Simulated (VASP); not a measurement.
Input:

```yaml
crystal:
  lattice:
    - [0.00000, 2.73079, 2.73079]
    - [2.73079, 0.00000, 2.73079]
    - [2.73079, 2.73079, 0.00000]
  atoms:
    - { symbol: Ca, position: [0.00000, 0.00000, 0.00000] }
    - { symbol: F, position: [0.25000, 0.25000, 0.25000] }
    - { symbol: F, position: [0.75000, 0.75000, 0.75000] }
```

All values below come from MS2 meta-GGA, VASP's PBE PAW potentials (set 64) (plane waves; VASP). Settings: 520 eV cut-off, 7×7×7 Γ-centred mesh, Gaussian smearing of 0.050 eV, potentials Ca_sv F.

### Question
What does the run give for the energy per atom (σ→0)?

### Answer

```
Item                            Value
---------------------  --------------
energy per atom (σ→0)  -9311 meV/atom
```

The absolute energy has meaning only against runs of the same code, potentials and settings.

The compound is CaF2 in the fluorite structure. It was relaxed first.
